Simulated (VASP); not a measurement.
Elastic constants (GPa) of a crystal from PBE GGA, VASP's PBE PAW potentials (set 64) (VASP):

|  | xx | yy | zz | yz | xz | xy |
|---|---|---|---|---|---|---|
| xx | 641.5 | 251.2 | 226.8 | 0.0 | 0.0 | 0.0 |
| yy | 251.2 | 641.5 | 226.8 | 0.0 | 0.0 | 0.0 |
| zz | 226.8 | 226.8 | 685.2 | 0.0 | 0.0 | 0.0 |
| yz | 0.0 | 0.0 | 0.0 | 168.2 | 0.0 | 0.0 |
| xz | 0.0 | 0.0 | 0.0 | 0.0 | 168.2 | 0.0 |
| xy | 0.0 | 0.0 | 0.0 | 0.0 | 0.0 | 195.2 |

Finite-difference elastic constants of metals are sensitive to mesh and smearing; shear constants can be off by tens of GPa.

Question: Work out the Voigt, Reuss and Hill moduli, Young's modulus and Poisson's ratio.

Answer: All eigenvalues are positive (smallest 168.2 GPa), so the crystal is stable. K_V = (C11+C22+C33+2(C12+C13+C23))/9 = (1968.2 + 2×704.8)/9 = 375.3 GPa; G_V = (1968.2 − 704.8 + 3×531.6)/15 = 190.5 GPa. From the compliances, K_R = 375.3 GPa and G_R = 188.2 GPa. Hill: K = 375.3 GPa, G = 189.4 GPa, E = 9KG/(3K+G) = 486.3 GPa, ν = (3K−2G)/(2(3K+G)) = 0.284. K/G = 1.98, above Pugh's 1.75; universal anisotropy A^U = 0.06.

Question: With a density of 20.71 g/cm³, what are the mean sound speeds?

Answer: v_l = √((K+4G/3)/ρ) = 5.51 km/s and v_t = √(G/ρ) = 3.02 km/s. The crystal is Re (hcp), hexagonal.

The compound is Re in the hcp structure. It was relaxed first.
